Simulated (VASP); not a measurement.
Given:

```
O2Si
1.0
    8.29084     0.00000     0.00000
    0.00000     4.40373     2.48987
    0.00000    -4.40373     2.48987
Si O
4 8
Direct
  0.93734   0.66897   0.33988
  0.06266   0.33988   0.66897
  0.56266   0.66897   0.33988
  0.43734   0.33988   0.66897
  0.00000   0.60210   0.60210
  0.50000   0.60210   0.60210
  0.54250   0.03170   0.46532
  0.45750   0.46532   0.03170
  0.95750   0.03170   0.46532
  0.04250   0.46532   0.03170
  0.25000   0.26170   0.57639
  0.75000   0.57639   0.26170
```

The numbers are results of r2SCAN meta-GGA, VASP's PBE PAW potentials (set 64) (plane waves; VASP), not measurements. Numerical set-up: 520 eV cut-off, 3×6×6 Γ-centred mesh, tetrahedra with Blöchl corrections, potentials Si O.

Give the energies of bands 21 to 34 at the high-symmetry points, in eV from the valence-band maximum.

```
band      Γ      Y     F0      Z     B0      T      S      R
----  -----  -----  -----  -----  -----  -----  -----  -----
21    -2.02  -2.35  -2.25  -2.18  -2.13  -2.35  -2.35  -2.40
22    -1.78  -2.24  -1.73  -2.18  -2.13  -2.35  -1.97  -2.10
23    -1.76  -1.90  -1.65  -1.75  -1.89  -1.94  -1.95  -1.96
24    -1.72  -1.65  -1.62  -1.75  -1.89  -1.94  -1.53  -1.83
25    -1.71  -1.60  -1.51  -1.69  -1.33  -1.72  -1.49  -1.71
26    -1.65  -1.54  -1.35  -1.69  -1.33  -1.72  -1.39  -1.40
27    -0.83  -1.32  -1.32  -0.73  -1.11  -1.06  -0.98  -0.82
28    -0.71  -0.97  -1.05  -0.73  -1.11  -1.06  -0.95  -0.79
29    -0.70  -0.77  -0.73  -0.43  -0.55  -0.56  -0.79  -0.62
30    -0.31  -0.68  -0.66  -0.43  -0.55  -0.56  -0.61  -0.52
31    -0.10  -0.40  -0.65  -0.10  -0.45  -0.29  -0.46  -0.36
32     0.00  -0.07  -0.19  -0.10  -0.45  -0.29  -0.13  -0.32
33     6.40   8.82   9.33   7.27   9.55   9.18   8.75   9.07
34     8.93   9.05   9.66   7.27   9.55   9.18   9.13   9.28
```

The gap is direct, 6.40 eV, from the valence maximum at Γ to the conduction minimum at Γ.

The structure comes from a computed database's SiO2 entry (Ama2); how it stands against other phases isn't given here. It was relaxed first.
